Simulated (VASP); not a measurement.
Crystal: SiGe7.

```xyz
16
Lattice="0.0000 5.6290 -5.6290 5.6290 5.6290 0.0000 5.6290 0.0000 -5.6290" Properties=species:S:1:pos:R:3 pbc="T T T"
Si    2.8145    2.8145   -5.6290
Si    5.6290    5.6290   -5.6290
Ge    2.8145    0.0000   -2.8145
Ge    5.6290    2.8145   -2.8145
Ge    0.0000    2.8145   -2.8145
Ge    2.8145    5.6290   -2.8145
Ge    0.0000    0.0000    0.0000
Ge    2.8145    2.8145    0.0000
Ge    4.2217    4.2217   -4.2217
Ge    7.0362    7.0362   -4.2217
Ge    4.2217    7.0362   -7.0362
Ge    7.0362    9.8507   -7.0362
Ge    7.0362    4.2217   -7.0362
Ge    9.8507    7.0362   -7.0362
Ge    7.0362    7.0362   -9.8507
Ge    9.8507    9.8507   -9.8507
```

The cell was built by a generator and needn't be a form met in nature.

| Quantity | Value |
| --- | --- |
| Program | VASP 6.6.1 |
| Task | relaxation of cell and atoms |
| Functional | PBEsol |
| Potentials or basis | VASP PAW PBE potentials, release 64 (Si, Ge_d) |
| Cutoff | 600 eV |
| k mesh | 6 × 6 × 6 |
| Occupations | gaussian, width 0.03 eV |
| Spin | no spin polarisation |

At the start: pressure 0.4 GPa; volume 22.29 Å³/atom.

Where does the relaxation end?

Over 11 steps the energy falls by 2.6 meV/atom and the volume is 22.39 Å³/atom (+0.4 %); space group Amm2 (No. 38, to 0.05 Å).

The path:
```
step  energy change (eV)  largest force (eV/Å)  pressure (GPa)  volume (Å³)
   1              0.0000                0.4711            0.39       356.71
   2             -0.0372                0.1514           -0.15       359.53
   3             -0.0394                0.0430           -0.30       360.52
   4             -0.0423                0.0136            0.03       358.42
   5             -0.0424                0.0144            0.02       358.55
   6             -0.0423                0.0151            0.01       358.68
   7             -0.0423                0.0158           -0.12       358.72
   8             -0.0423                0.0113           -0.05       358.25
   9             -0.0422                0.0168            0.11       358.08
  10             -0.0423                0.0094            0.12       358.21
  11             -0.0423                0.0084           -0.01       358.24
```

Final structure:
```xyz
16
Lattice="0.0002 5.6370 -5.6370 5.6372 5.6372 0.0000 5.6370 0.0002 -5.6370" Properties=species:S:1:pos:R:3 pbc="T T T"
Si    8.4558    8.4558   -5.6370
Si    5.6372    5.6372   -5.6370
Ge    2.8186    5.6371   -8.4553
Ge    5.6372    8.4557   -8.4553
Ge    5.6371    2.8186   -8.4553
Ge    8.4557    5.6372   -8.4553
Ge    5.6372    5.6372    0.0000
Ge    2.8186    2.8186    0.0000
Ge    4.2279    4.2279   -4.2611
Ge    7.0465    7.0465   -4.2611
Ge    4.2450    7.0293   -7.0301
Ge    7.0636    9.8479   -7.0301
Ge    7.0293    4.2450   -7.0301
Ge    9.8479    7.0636   -7.0301
Ge    7.0465    7.0465   -9.8640
Ge    9.8651    9.8651   -9.8640
```

Caveat: the PAW data sets were made with another functional, which shifts forces and pressure a little.
